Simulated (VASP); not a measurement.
OSZICAR of a VASP run on KF (rock salt):

File OSZICAR:
```
       N       E                     dE             d eps       ncg     rms          rms(c)
DAV:   1     0.414894504050E+03    0.41489E+03   -0.13553E+06   696   0.349E+06
DAV:   2     0.229754237641E+02   -0.39192E+03   -0.36099E+03  1296   0.143E+03
DAV:   3    -0.305850074191E+03   -0.32883E+03   -0.40981E+03  1348   0.471E+02
DAV:   4    -0.744762607115E+02    0.23137E+03   -0.11981E+03  1328   0.355E+02
DAV:   5    -0.134797854788E+02    0.60996E+02   -0.22087E+02  1316   0.169E+02    0.935E+01
DAV:   6    -0.124622770975E+02    0.10175E+01   -0.17830E+02   904   0.219E+02    0.350E+01
DAV:   7    -0.172521152228E+02   -0.47898E+01   -0.15743E+01   812   0.602E+01    0.231E+01
DAV:   8    -0.171152857261E+02    0.13683E+00   -0.38997E-01   872   0.613E+00    0.171E+01
DAV:   9    -0.172463893286E+02   -0.13110E+00   -0.10642E-01  1104   0.413E+00    0.102E+01
DAV:  10    -0.173183731836E+02   -0.71984E-01   -0.43384E-01   704   0.581E+00    0.240E+00
DAV:  11    -0.172707366419E+02    0.47637E-01   -0.16883E-01   776   0.518E+00    0.319E-01
DAV:  12    -0.172857705232E+02   -0.15034E-01   -0.43945E-02   716   0.259E+00    0.709E-01
DAV:  13    -0.172868342658E+02   -0.10637E-02   -0.21038E-03  1024   0.712E-01    0.482E-01
DAV:  14    -0.172873535937E+02   -0.51933E-03   -0.10781E-03   948   0.423E-01    0.304E-01
DAV:  15    -0.172887032259E+02   -0.13496E-02   -0.18528E-03   976   0.525E-01    0.376E-02
DAV:  16    -0.172887217294E+02   -0.18504E-04   -0.67600E-05  1100   0.887E-02    0.610E-02
DAV:  17    -0.172887811222E+02   -0.59393E-04   -0.71631E-05   980   0.769E-02    0.326E-02
DAV:  18    -0.172888044281E+02   -0.23306E-04   -0.14859E-05   740   0.495E-02    0.558E-03
DAV:  19    -0.172888058914E+02   -0.14632E-05   -0.12073E-06  1036   0.129E-02    0.181E-03
DAV:  20    -0.172888065979E+02   -0.70651E-06   -0.17925E-07   732   0.539E-03    0.121E-03
DAV:  21    -0.172888064645E+02    0.13337E-06   -0.35321E-07   780   0.649E-03    0.428E-04
DAV:  22    -0.172888064708E+02   -0.63180E-08   -0.32194E-08   628   0.209E-03
   1 F= -.17288806E+02 E0= -.17288806E+02  d E =-.738899E-13
```

Which electronic solver shows in the log?

It is blocked Davidson (ALGO = Normal, or the opening steps of other solvers). The INCAR had ALGO = Normal.

Can the final energy be trusted as converged?

Self-consistency was reached. It stopped with EDIFF = 1E-7, NELM = 100 (TPSS meta-GGA, plane waves, VASP's PBE PAW potentials (set 64)).

The compound is KF in the rock salt structure. This cell is one point of a volume scan, at 1.06 of the reference volume.
